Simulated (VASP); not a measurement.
VASP input:

### KPOINTS
```
Automatic mesh
0
Gamma
9 9 9
0 0 0
```

### INCAR
```
! general
SYSTEM   =  TiSe
PREC     =  Accurate
ENCUT    =  400   ! plane-wave cut-off (eV)
LREAL    =  F
LASPH    =  T   ! aspherical one-centre terms

! electronic loop
EDIFF    =  1E-6   ! SCF stop (eV)
NELM     =  100   ! most electronic steps
ALGO     =  Normal   ! blocked Davidson
LMAXMIX  =  4   ! l cut-off of mixed one-centre charges

! smearing
ISMEAR   =  1
SIGMA    =  0.1   ! width (eV)

! functional
GGA      =  PE   ! PBE

! ions
IBRION   =  2   ! conjugate gradients
NSW      =  60   ! most ionic steps
ISIF     =  3   ! ions, shape and volume
EDIFFG   =  -0.01   ! ionic stop

! output
LWAVE    =  F
LCHARG   =  F
```

POSCAR:
```
TiSe
1
    3.6400000000     0.0000000000     0.0000000000
    0.0000000000     3.6400000000     0.0000000000
    0.0000000000     0.0000000000     3.6400000000
Ti Se
1 1
Direct
  0.0000000000   0.0000000000   0.0000000000
  0.5000000000   0.5000000000   0.5000000000
```

POTCAR, in this order: Ti_sv Se (PBE.64 set). Program: vasp_std.

Q: Write an equivalent input for Quantum ESPRESSO's pw.x.

A: One equivalent input (not run):
```
&CONTROL
  calculation = 'vc-relax'
  pseudo_dir = './pseudo'
  outdir = './out'
  tprnfor = .true.
  tstress = .true.
  nstep = 60
  forc_conv_thr = 0.00039
/
&SYSTEM
  ibrav = 0
  nat = 2
  ntyp = 2
  ecutwfc = 86
  occupations = 'smearing'
  smearing = 'methfessel-paxton'
  degauss = 0.00735
  input_dft = 'pbe'
/
&ELECTRONS
  conv_thr = 7.3e-08
  electron_maxstep = 100
/
&IONS
/
&CELL
/
ATOMIC_SPECIES
  Ti 47.867 Ti.upf
  Se 78.971 Se.upf
CELL_PARAMETERS angstrom
     3.6400000    0.0000000    0.0000000
     0.0000000    3.6400000    0.0000000
     0.0000000    0.0000000    3.6400000
ATOMIC_POSITIONS crystal
  Ti   0.0000000  0.0000000  0.0000000
  Se   0.5000000  0.5000000  0.5000000
K_POINTS automatic
  9 9 9 0 0 0
```
What does not carry over: the potentials are each code's own (VASP's PAW set, PseudoDojo norm-conserving files in pw.x), so ENCUT and ecutwfc are chosen apart and not converted; conv_thr bounds pw.x's estimated SCF error, while EDIFF bounds the energy change between steps; forc_conv_thr acts on force components and is met together with etot_conv_thr.

The structure was generated: TiSe was put into the CsCl type type (Pm-3m), which need not be its known phase. This run relaxes it. Symmetry was kept, so distortions that lower it aren't found.
